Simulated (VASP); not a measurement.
Given:

```
Tm
1.0
    1.80540    -3.12704     0.00000
    1.80540     3.12704     0.00000
    0.00000     0.00000     5.66100
Tm
2
Direct
  0.33333   0.66667   0.25000
  0.66667   0.33333   0.75000
```

These are PBE GGA, VASP's PBE PAW potentials (set 64) (plane waves; VASP) values and carry that method's errors. Run with PREC = Single, 400 eV cut-off, 11×11×6 Γ-centred mesh, first-order Methfessel-Paxton smearing of 0.10 eV, potentials Tm_3.

The 4f electrons are frozen in the core of the lanthanide potential, so 4f levels, which can set the real gap, and their magnetism are missing.

**Question.** Give the stress tensor in GPa (positive for a compressed cell).

**Answer.** 
```
-2.05   0.00   0.00
 0.00  -2.05   0.00
 0.00   0.00  -2.52
```
The pressure is its mean diagonal, -2.21 GPa.

The compound is Tm in the hcp structure. The cell was not relaxed at this level. The run is one of a series of settings (PREC = Single against the base run), some of them coarse on purpose.
